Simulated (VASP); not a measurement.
# Al7BN8: single point with r2SCAN

The system is Al7BN8.

```
CELL_PARAMETERS angstrom
3.04175 0.00000 4.88550
3.04175 0.00000 -4.88550
-3.04175 5.26847 0.00000
ATOMIC_POSITIONS crystal
B 0.16667 0.16667 0.33333
Al 0.16667 0.16667 0.83333
Al 0.66667 0.66667 0.33333
Al 0.66667 0.66667 0.83333
Al 0.08333 0.58333 0.16667
Al 0.58333 0.08333 0.16667
Al 0.08333 0.58333 0.66667
Al 0.58333 0.08333 0.66667
N 0.41667 0.91667 0.33333
N 0.91667 0.41667 0.33333
N 0.41667 0.91667 0.83333
N 0.91667 0.41667 0.83333
N 0.33333 0.33333 0.16667
N 0.33333 0.33333 0.66667
N 0.83333 0.83333 0.16667
N 0.83333 0.83333 0.66667
```

The cell comes from a database or a generator and needn't be the stable form of this composition.

- Program: VASP 6.6.1
- Task: single point
- Functional: r2SCAN
- Potentials or basis: VASP PAW PBE potentials, release 64 (B, Al, N)
- Cutoff: 520 eV
- k mesh: 4 × 4 × 4
- Occupations: gaussian, width 0.1 eV
- Spin: no spin polarisation
- Dipole correction: no
- Further INCAR settings: LREAL = Auto; ALGO = Normal; EDIFF = 1e-06; NBANDS = 46

```
Pressure               : 13.5 GPa
Largest force          : 5.279 eV/Å
Band gap on the k mesh : 2.88 eV, direct
```

Forces on the atoms (eV/Å):
```
B    0.000 -0.058  0.000
Al  -0.918 -0.487  0.000
Al   0.000  1.007  0.000
Al   0.918 -0.487  0.000
Al   0.000  0.356  0.000
Al   0.000  0.356  0.000
Al   0.000 -0.350 -0.021
Al   0.000 -0.350  0.021
N    0.000 -0.051  0.546
N    0.000 -0.051 -0.546
N    0.000  0.051  0.000
N    0.000  0.051  0.000
N   -4.603  2.585  0.000
N    0.000 -5.233  0.000
N    4.603  2.585  0.000
N    0.000  0.076  0.000
```

Stress tensor (GPa, compression positive):
```
24.12  0.00  0.00
 0.00 24.07  0.00
 0.00  0.00 -7.64
```

Levels at points of the mesh, in eV from the valence-band top:
```tsv
k point	band 28	band 29	band 30	band 31	band 32	band 33	band 34	band 35	band 36	band 37
(0.00, 0.00, 0.00)	-2.27	-2.12	-2.10	-1.86	0.00	2.88	3.62	4.37	5.41	5.51
(0.50, 0.00, 0.00)	-2.42	-1.60	-1.59	-1.26	-1.10	4.29	4.75	6.04	6.34	6.64
(0.50, 0.50, 0.00)	-2.46	-2.38	-2.33	-2.28	-2.03	3.30	4.14	5.56	5.96	6.24
(0.00, 0.00, 0.50)	-1.94	-1.88	-1.61	-0.69	-0.58	3.95	4.52	5.83	6.30	6.36
(0.50, 0.50, 0.50)	-2.81	-2.68	-2.53	-2.06	-1.99	4.97	4.97	6.25	6.31	6.37
```

Run time: 6.6 min on 1 thread of Intel(R) Xeon(R) Platinum 8488C (Sapphire Rapids), with other jobs on the host, peak memory 0.37 GiB.

Caveat: the PAW data sets were made with another functional, which shifts forces and pressure a little. A k mesh can miss the band edges.
